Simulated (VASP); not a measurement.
**Quasiparticle energies of AlN in VASP**

Aim: the quasiparticle gap of AlN, and what it costs to get it. The cell is of the zinc-blende type, one of the forms listed for this formula. The start is a computed cell from the Materials Project.

Calculated with VASP 6.6.1; PBE; plane waves and PAW (Al_GW, N_GW), in the first sound run; inputs show where later runs differ.

Report form: the programs' logs are mostly left out.

### 1. The starting structure

Symmetry: F-43m, No. 216, cubic system. The conventional cell has a = 4.368 Å, b = 4.368 Å, c = 4.368 Å, α = 90.00°, β = 90.00°, γ = 90.00°. Nearest to Al lie 4 N at 1.89 Å. Nearest to N lie 4 Al at 1.89 Å. Farther neighbours and most contacts between anions are not listed.

### 2. Ground state

The orbitals come from a self-consistent PBE run with a tight EDIFF and a narrow smearing. KPOINTS_OPT adds the bands along a path, which shows whether the mesh holds the band edges.

The input, INCAR:

```
SYSTEM = AlN
PREC = Accurate
ENCUT = 450
EDIFF = 1E-08
NELM = 100
ISMEAR = 0
SIGMA = 0.01
LREAL = .FALSE.
ALGO = Normal
GGA = PE
NBANDS = 10
LORBIT = 11
LWAVE = .TRUE.
LCHARG = .FALSE.
KPAR = 4
```

The input, POSCAR:

```
AlN
1.0
    0.0000000000      2.1839935596      2.1839935596
    2.1839935596      0.0000000000      2.1839935596
    2.1839935596      2.1839935596      0.0000000000
Al N
1 1
Direct
    0.0000000000      0.0000000000      0.0000000000
    0.2500000000      0.2500000000      0.2500000000
```

The input, KPOINTS:

```
Automatic mesh
0
Gamma
6 6 6
0 0 0
```

The input, KPOINTS_OPT:

```
Line mode
12
Line-mode
Reciprocal
  0.00000000   0.00000000   0.00000000 GAMMA
  0.50000000   0.00000000   0.50000000 X

  0.50000000   0.00000000   0.50000000 X
  0.50000000   0.25000000   0.75000000 W

  0.50000000   0.25000000   0.75000000 W
  0.37500000   0.37500000   0.75000000 K

  0.37500000   0.37500000   0.75000000 K
  0.00000000   0.00000000   0.00000000 GAMMA

  0.00000000   0.00000000   0.00000000 GAMMA
  0.50000000   0.50000000   0.50000000 L

  0.50000000   0.50000000   0.50000000 L
  0.62500000   0.25000000   0.62500000 U

  0.62500000   0.25000000   0.62500000 U
  0.50000000   0.25000000   0.75000000 W

  0.50000000   0.25000000   0.75000000 W
  0.50000000   0.50000000   0.50000000 L

  0.50000000   0.50000000   0.50000000 L
  0.37500000   0.37500000   0.75000000 K

  0.62500000   0.25000000   0.62500000 U
  0.50000000   0.00000000   0.50000000 X
```

The projector-augmented-wave data sets are Al_GW and N_GW (PBE family, release 64).

Command:

```console
> mpirun -np 4 vasp_std
```

Elapsed: 2.8 s, on 4 MPI ranks of Intel Xeon 6975P-C (Granite Rapids), shared host; peak memory 0.5 GiB.

Numbers from this step:

```yaml
free_energy_toten: -14.86 eV
fermi_energy: 5.011 eV
pressure: 2.437 GPa
least_gap_on_mesh_and_path: 3.314 eV
least_direct_gap_on_mesh_and_path: 4.187 eV
```

The highest empty bands on the path are converged less tightly, to about 0.1 eV. The electronic bands at the labelled points (eV, zero at the valence-band top; v1 is the highest filled band, c1 the lowest empty one):

| point | v3 | v2 | v1 | c1 | c2 |
| --- | --- | --- | --- | --- | --- |
| Γ | 0.00 | 0.00 | 0.00 | 4.19 | 12.55 |
| 0.45 of the way | -2.58 | -0.85 | -0.85 | 6.10 | 10.50 |
| X | -4.91 | -1.78 | -1.78 | 3.31 | 8.61 |
| 0.45 of the way | -4.63 | -2.31 | -2.23 | 4.38 | 9.49 |
| W | -3.78 | -3.44 | -2.70 | 6.04 | 11.42 |
| 0.45 of the way | -4.08 | -3.50 | -2.07 | 5.70 | 10.58 |
| K | -4.26 | -3.64 | -1.37 | 5.16 | 10.10 |
| 0.45 of the way | -3.83 | -1.76 | -0.28 | 7.63 | 9.84 |
| Γ | 0.00 | 0.00 | 0.00 | 4.19 | 12.55 |
| 0.55 of the way | -3.64 | -0.29 | -0.29 | 6.63 | 10.79 |
| L | -5.86 | -0.48 | -0.48 | 7.37 | 9.86 |
| 0.45 of the way | -5.41 | -1.77 | -0.78 | 7.41 | 8.95 |
| U | -4.26 | -3.64 | -1.37 | 5.16 | 10.10 |
| 0.45 of the way | -4.13 | -3.54 | -1.89 | 5.57 | 10.43 |
| W | -3.78 | -3.44 | -2.70 | 6.04 | 11.42 |
| 0.55 of the way | -5.27 | -2.01 | -1.00 | 7.31 | 9.03 |
| L | -5.86 | -0.48 | -0.48 | 7.37 | 9.86 |
| 0.55 of the way | -5.22 | -2.20 | -0.89 | 6.95 | 9.34 |
| K | -4.26 | -3.64 | -1.37 | 5.16 | 10.10 |
| jump to U | -4.26 | -3.64 | -1.37 | 5.16 | 10.10 |
| 0.55 of the way | -4.77 | -2.37 | -1.69 | 3.85 | 9.06 |
| X | -4.91 | -1.78 | -1.78 | 3.31 | 8.61 |

Of the projections kept (Al, N), the largest for each band there; the rest of the weight can lie on other orbitals:

| point | v3 | v2 | v1 | c1 | c2 |
| --- | --- | --- | --- | --- | --- |
| Γ | N 0.85 | N 0.85 | N 0.85 | N 0.71 | Al 1.00 |
| X | N 0.58 | N 0.75 | N 0.75 | Al 0.82 | Al 1.00 |
| W | N 0.57 | N 0.72 | N 0.68 | N 0.61 | N 0.65 |
| K | N 0.58 | N 0.66 | N 0.77 | Al 0.64 | Al 0.57 |
| Γ | N 0.85 | N 0.85 | N 0.85 | N 0.71 | Al 1.00 |
| L | N 0.55 | N 0.82 | N 0.82 | Al 0.65 | N 0.82 |

The cell has a gap of 3.31 eV on mesh and path and a pressure of +2.4 GPa, which holds the misfit of the given cell and coordinates with this functional, and any error of cutoff, mesh and data sets.

### 3. Empty bands

The next step needs empty bands that the ground-state run didn't converge, so the Hamiltonian is diagonalised exactly for NBANDS bands, in a single step. LOPTICS writes the k-derivatives of the orbitals (WAVEDER), which give the long-wavelength limit of the screening.

The input, INCAR:

```
SYSTEM = AlN
PREC = Accurate
ENCUT = 450
ISMEAR = 0
SIGMA = 0.01
LREAL = .FALSE.
GGA = PE
NBANDS = 116
ALGO = Exact
NELM = 1
LWAVE = .TRUE.
LCHARG = .FALSE.
LOPTICS = .TRUE.
NEDOS = 1000
CSHIFT = 0.1
```

POSCAR is that of step 2.

KPOINTS is that of step 2.

Command:

```console
> mpirun -np 4 vasp_std
```

Wall time 2.4 s (4 MPI ranks); peak memory 0.49 GiB.

The gap is read on the k-mesh alone, so it is an upper bound where the band edges lie off the mesh.

A gap read on the k-mesh alone can miss the band edges.

Numbers from this step:

```yaml
gap_on_the_k_mesh: 3.315 eV
least_direct_gap_on_the_k_mesh: 4.187 eV
```

WAVECAR now holds 116 bands for 8 electrons. Its independent-particle dielectric tensor has xx, yy, zz = 4.8, 4.8, 4.8 on this mesh, which isn't tested for convergence in mesh or bands and lacks local fields.

### 4. evGW0

This step: evGW0 on PBE; plane waves and PAW (Al_GW, N_GW) (VASP 6.6.1).

The lowest NBANDSGW levels in G are updated for four passes while W stays fixed, so the result depends less on the starting levels.

The input, INCAR:

```
SYSTEM = AlN
PREC = Accurate
ENCUT = 450
ISMEAR = 0
SIGMA = 0.01
LREAL = .FALSE.
GGA = PE
NBANDS = 116
ALGO = EVGW0
NELMGW = 4
ENCUTGW = 180
NOMEGA = 48
PRECFOCK = Fast
NBANDSGW = 12
LWAVE = .FALSE.
LCHARG = .FALSE.
```

POSCAR is that of step 3.

KPOINTS is that of step 3.

Command:

```console
> mpirun -np 4 vasp_std
```

Wall time 2.7 min (4 MPI ranks); peak memory 0.81 GiB.

Numbers from this step:

* quasiparticle gap on the mesh: 4.992 eV
* smallest direct quasiparticle gap on the mesh: 6.132 eV
* gap of the starting orbitals on the mesh: 3.315 eV

QP gap by iteration, by row:

| iteration | gap (eV) | direct gap (eV) |
| --- | --- | --- |
| 1 | 4.702 | 5.824 |
| 2 | 4.941 | 6.082 |
| 3 | 4.984 | 6.125 |
| 4 | 4.992 | 6.132 |

GW takes the gap from 3.315 to 4.992 eV. The last pass still moved it by +8 meV. The value holds for 116 bands, ENCUTGW = 180 eV and this mesh, and isn't shown to be converged in them.

### 5. What came out

```yaml
evgw0_on_pbe_116_bands_encutgw_180_ev_nomega_48_mesh_6x6x6: 3.315 → 4.992 eV
```

evGW0 gives a quasiparticle gap of 4.992 eV on the mesh, 1.68 eV over the PBE gap on the same mesh. On mesh and path the starting valence top lies at Γ, or a path point next to it and level with it, and the conduction bottom at (0.5, 0.5, 0), so the starting gap is indirect. At the starting level the gap on the GW mesh lies within 20 meV of that on the path. In evGW0 the first pass, which is the one-shot result, gives 4.702 eV and pass 4 gives 4.992 eV; the last pass changed the gap by +8 meV, so the loop is converged. Bands, response cutoff and mesh weren't tested for convergence. Not tabulated here, as repeats of values shown or as unfit to read for their mesh, reference level or band range: eps2 curves (empty bands); eps1 curves and static values (empty bands).

[Lines on the potential files, build, host, timing and source positions are cut from VASP's logs without a mark.]

[Logs are printed without paths, hosts, clocks, repeated set-up lines and the standing remarks that a program may print on its own settings, such as how far it seeks lower states.]

[Hosts, paths, dates, database ids (printed as entryN), source tags and the programs' standing remarks are cut or masked in the printed files.]

[Pressures printed for these runs are not shown converged in the cutoff: they can be off by several GPa and have the wrong sign.]
